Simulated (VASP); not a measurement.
Wanted: the native input for a VASP 6.6.1 run.

```yaml
Task: single point
Functional: PBE
Dispersion: D3(BJ)
Potentials_or_basis: VASP PAW PBE potentials, release 64 (O, H, Li_sv)
Cutoff: 520 eV
k_mesh: 1 × 1 × 1
Occupations: fermi-dirac, width 0.02 eV
Spin: no spin polarisation
Dipole_correction: no
Further_INCAR_settings: LREAL = Auto; ALGO = Normal; EDIFF = 1e-06; NBANDS = 45
```

The structure of LiH13O7 lies in POSCAR:

```
LiH13O7
1.0
    5.8635890000      0.0000000000      0.0000000000
    0.0000000000      5.8635890000      0.0000000000
    0.0000000000      0.0000000000      5.8635890000
O H Li
7 13 1
Direct
    0.1687874099      1.0481805597     -0.1714649509
    0.7192182126      0.1019341567      0.4991823267
    0.3843038794      0.6841884723      0.6138561212
    0.9520790083      0.4114715407      0.1613516909
    0.9033716381      0.6307058697      0.5648758806
    0.5429950837      0.8780799609      0.1658199441
    0.4877047146      0.2866844862     -0.0203459008
    0.3652541131      1.1835242886     -0.0602873087
    0.0850502994      1.0881901852     -0.0381336414
    0.6030606852      0.1038954129      0.6430020931
    0.6235089124     -0.0108465992      0.4208002982
    0.3440896011      0.8124887334      0.7275578148
    0.4279119836      0.5470199224      0.6969622189
    0.9210229435      0.4928380894      0.3024086443
    0.8764427384      0.5005466788      0.0376902269
    0.9641194156      0.7906932085      0.6342872940
    1.0218315097      0.5035482535      0.6192964752
    0.4969482002      1.0176531814      0.1052768194
    0.4468253147      0.7539409737      0.1256227201
    0.3905628447      0.3833317785      0.0947542538
    0.0250699699      0.0580361277      0.4491788220
```

The cell was built by a generator and needn't be a form met in nature.

These files were run (other wordings do the same):

INCAR

```
PREC     = Accurate       # precision mode
ENCUT    = 520            # plane-wave cutoff, eV
EDIFF    = 1E-6           # SCF threshold, eV
ISMEAR   = -1             # smearing method
SIGMA    = 0.02           # smearing width, eV
LREAL    = Auto         
LASPH    = T              # aspherical terms in the spheres
NELM     = 80             # most SCF steps
ALGO     = Normal         # electronic algorithm
ISIF     = 2              # what is computed and relaxed
LWAVE    = F              # write WAVECAR
LCHARG   = F              # write CHGCAR
GGA      = PE             # functional
IVDW     = 12             # dispersion correction
NBANDS   = 45             # bands
```

KPOINTS

```
regular mesh
0
Gamma
  1 1 1
```

Potentials or basis: VASP PAW PBE potentials, release 64 (O, H, Li_sv).

Run with:

```bash
$ cat potpaw_PBE.64/O/POTCAR potpaw_PBE.64/H/POTCAR potpaw_PBE.64/Li_sv/POTCAR > POTCAR
$ mpirun -np 1 vasp_gam > vasp.out
```

Results of the run:

```json
{
  "Largest force": "4.665 eV/Å",
  "Band gap on the k mesh": "3.11 eV, direct",
  "Dispersion energy per atom": "-0.042 eV"
}
```

Run time: 20 s on 1 thread of Intel(R) Xeon(R) Platinum 8488C (Sapphire Rapids) (shared host), peak memory 0.3 GiB.
